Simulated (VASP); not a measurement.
Calculation: PBEsol GGA, VASP's PBE PAW potentials (set 64) (plane waves; VASP).

Input for VASP

File POSCAR:
```
BBi
1
    3.2563166212     0.0000000000     0.0000000000
    0.0000000000     3.2563166212     0.0000000000
    0.0000000000     0.0000000000     3.2563166212
B Bi
1 1
Direct
  0.0000000000   0.0000000000   0.0000000000
  0.5000000000   0.5000000000   0.5000000000
```

### KPOINTS
```
Automatic
0
Gamma
  11 11 11
```

### INCAR
```
GGA  =  PS
LCHARG  =  .FALSE.
LREAL  =  .FALSE.
LWAVE  =  .FALSE.
NSW  =  40
ISMEAR  =  1   ! Methfessel-Paxton
PSTRESS  =  100   ! kbar
LMAXMIX  =  4
ISIF  =  3
NELM  =  100   ! most electronic steps
EDIFF  =  1E-6   ! SCF stop (eV)
PREC  =  Accurate
IBRION  =  2
SIGMA  =  0.1   ! width (eV)
LASPH  =  .TRUE.   ! aspherical one-centre terms
ENCUT  =  620   ! plane-wave cut-off (eV)
SYSTEM  =  BBi
ALGO  =  Normal   ! blocked Davidson
EDIFFG  =  -0.02
```

POTCAR, in this order: B Bi_d (PBE.64 set). Program: vasp_std.

Output of the run:

File OSZICAR:
```
       N       E                     dE             d eps       ncg     rms          rms(c)
DAV:   1     0.133927893671E+03    0.13393E+03   -0.11315E+04  1456   0.194E+03
DAV:   2    -0.266453238961E+00   -0.13419E+03   -0.13120E+03  1541   0.410E+02
DAV:   3    -0.827207468359E+01   -0.80056E+01   -0.78436E+01  1846   0.967E+01
DAV:   4    -0.845744434744E+01   -0.18537E+00   -0.18522E+00  1666   0.156E+01
DAV:   5    -0.846420523992E+01   -0.67609E-02   -0.67607E-02  1868   0.277E+00    0.190E+00
DAV:   6    -0.824785837073E+01    0.21635E+00   -0.55655E-01  1971   0.677E+00    0.641E-01
DAV:   7    -0.824203744234E+01    0.58209E-02   -0.66824E-02  1636   0.170E+00    0.323E-01
DAV:   8    -0.824003303213E+01    0.20044E-02   -0.43903E-03  1621   0.841E-01    0.545E-02
DAV:   9    -0.823985417139E+01    0.17886E-03   -0.58970E-04  1856   0.243E-01    0.170E-02
DAV:  10    -0.823985758112E+01   -0.34097E-05   -0.76020E-05  1633   0.801E-02    0.593E-03
DAV:  11    -0.823985718533E+01    0.39580E-06   -0.27821E-06  1427   0.201E-02
   1 F= -.60847479E+01 E0= -.60846981E+01  d E =-.608475E+01
       N       E                     dE             d eps       ncg     rms          rms(c)
DAV:   1    -0.921215369821E+01   -0.97230E+00   -0.29061E+01  1736   0.960E+01    0.569E+00
DAV:   2    -0.823795509932E+01    0.97420E+00   -0.19792E+00  1776   0.304E+01    0.224E+00
DAV:   3    -0.808076688336E+01    0.15719E+00   -0.61558E-01  2032   0.152E+01    0.222E-01
DAV:   4    -0.808231362122E+01   -0.15467E-02   -0.14373E-02  1580   0.128E+00    0.140E-01
DAV:   5    -0.808403036812E+01   -0.17167E-02   -0.46937E-03  1629   0.902E-01    0.477E-02
DAV:   6    -0.808399874413E+01    0.31624E-04   -0.19328E-04  1702   0.223E-01    0.191E-02
DAV:   7    -0.808399021342E+01    0.85307E-05   -0.73218E-05  1521   0.673E-02    0.212E-03
DAV:   8    -0.808399067750E+01   -0.46409E-06   -0.18991E-06  1498   0.154E-02
   2 F= -.60908760E+01 E0= -.60911569E+01  d E =-.612807E-02
       N       E                     dE             d eps       ncg     rms          rms(c)
DAV:   1    -0.839789017208E+01   -0.31390E+00   -0.65384E+00  1746   0.519E+01    0.249E+00
DAV:   2    -0.820761317142E+01    0.19028E+00   -0.37569E-01  1786   0.124E+01    0.103E+00
DAV:   3    -0.817330302851E+01    0.34310E-01   -0.15361E-01  2140   0.710E+00    0.105E-01
DAV:   4    -0.817341639159E+01   -0.11336E-03   -0.27322E-03  1491   0.564E-01    0.636E-02
DAV:   5    -0.817360795113E+01   -0.19156E-03   -0.95469E-04  1889   0.460E-01    0.352E-02
DAV:   6    -0.817358249719E+01    0.25454E-04   -0.84679E-05  1779   0.171E-01    0.842E-03
DAV:   7    -0.817358293896E+01   -0.44177E-06   -0.11077E-05  1620   0.287E-02    0.148E-03
DAV:   8    -0.817358322260E+01   -0.28364E-06   -0.33249E-07   773   0.557E-03
   3 F= -.61081936E+01 E0= -.61083643E+01  d E =-.234457E-01
```

### OUTCAR
```
------------------------ aborting loop because EDIFF is reached ----------------------------------------
  FORCE on cell =-STRESS in cart. coord.  units (eV):
  Direction    XX          YY          ZZ          XY          YZ          ZX
  --------------------------------------------------------------------------------------
  Total        2.0654059      2.0654059      2.0654059      0.0000000      0.0000000     -0.0000000
  in kB      100.0007855    100.0007855    100.0007855      0.0000000      0.0000000     -0.0000000
  external PRESSURE =       0.0007855 kB  Pullay stress =     100.0000000 kB
  volume of cell :       33.09
      direct lattice vectors                 reciprocal lattice vectors
     3.210486578 -0.000000000 -0.000000000     0.311479265  0.000000000  0.000000000
    -0.000000000  3.210486578 -0.000000000     0.000000000  0.311479265  0.000000000
    -0.000000000 -0.000000000  3.210486578     0.000000000  0.000000000  0.311479265
 POSITION                                       TOTAL-FORCE (eV/Angst)
 -----------------------------------------------------------------------------------
      0.00000      0.00000      0.00000         0.000000      0.000000     -0.000000
      1.60524      1.60524      1.60524        -0.000000     -0.000000      0.000000
 -----------------------------------------------------------------------------------
    total drift:                                0.000000      0.000000      0.000000
  FREE ENERGIE OF THE ION-ELECTRON SYSTEM (eV)
  ---------------------------------------------------
  free  energy   TOTEN  =        -8.1735832226 eV

  energy  without entropy=       -8.1740954401  energy(sigma->0) =       -8.17375396
  enthalpy is  TOTEN    =        -6.1081935856 eV   P V=        2.0653896370

 reached required accuracy - stopping structural energy minimisation
```
(Selected blocks of OUTCAR.)

### CONTCAR
```
BBi
   1.00000000000000
     3.2104865784608498   -0.0000000000000000   -0.0000000000000000
    -0.0000000000000000    3.2104865784608498   -0.0000000000000000
    -0.0000000000000000   -0.0000000000000000    3.2104865784608494
  B               Bi
     1     1
Direct
     0.0000000000000000    0.0000000000000000    0.0000000000000000
     0.5000000000000000    0.5000000000000000    0.5000000000000000
```

Energy and stress use the plane-wave basis of the starting cell.

The structure was generated: BBi was put into the CsCl type type (Pm-3m), which need not be its known phase. This run relaxes it under an external pressure of 10 GPa. Symmetry was kept, so distortions that lower it aren't found. VASP warned that the highest band is occupied, so more bands are needed.
